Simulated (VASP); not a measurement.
Input:

```
SnZnN2
1.0
    5.71260     0.00000     0.00000
    0.00000     6.57440     0.00000
    0.00000     0.00000     5.34795
Zn Sn N
4 4 8
Direct
  0.58306   0.87495   0.99881
  0.41694   0.12505   0.49881
  0.91694   0.37495   0.49881
  0.08306   0.62505   0.99881
  0.58840   0.37506   0.99927
  0.41160   0.62494   0.49927
  0.91160   0.87506   0.49927
  0.08840   0.12494   0.99927
  0.58240   0.37437   0.37835
  0.41760   0.62563   0.87835
  0.91760   0.87437   0.87835
  0.08240   0.12563   0.37835
  0.57972   0.87579   0.37356
  0.42028   0.12421   0.87356
  0.92028   0.37579   0.87356
  0.07972   0.62421   0.37356
```

Computed with PBE GGA, VASP's PBE PAW potentials (set 64) (plane waves; VASP 6.6.1). Run with LREAL = Auto, 400 eV cut-off, 3×3×3 Γ-centred mesh, first-order Methfessel-Paxton smearing of 0.20 eV, potentials Zn Sn_d N.

At this cut-off the stress carries a Pulay error, which pulls relaxed volumes low.

Which forces act on the atoms, in eV/Å?

```tsv
atom	Fx	Fy	Fz
Zn1	0.014	0.003	0.009
Zn2	-0.014	-0.003	0.009
Zn3	-0.014	0.003	0.009
Zn4	0.014	-0.003	0.009
Sn5	0.038	-0.011	0.017
Sn6	-0.038	0.011	0.017
Sn7	-0.038	-0.011	0.017
Sn8	0.038	0.011	0.017
N9	0.194	-0.303	0.242
N10	-0.194	0.303	0.242
N11	-0.194	-0.303	0.242
N12	0.194	0.303	0.242
N13	-0.200	0.289	-0.267
N14	0.200	-0.289	-0.267
N15	0.200	0.289	-0.267
N16	-0.200	-0.289	-0.267
```

Give the stress tensor in GPa (positive for a compressed cell).

```
15.35   0.00   0.00
 0.00  15.14   0.00
 0.00   0.00  15.26
```
The pressure is its mean diagonal, 15.25 GPa.

The structure comes from a computed database's ZnSnN2 entry; how it stands against other phases isn't given here. The cell was not relaxed at this level.
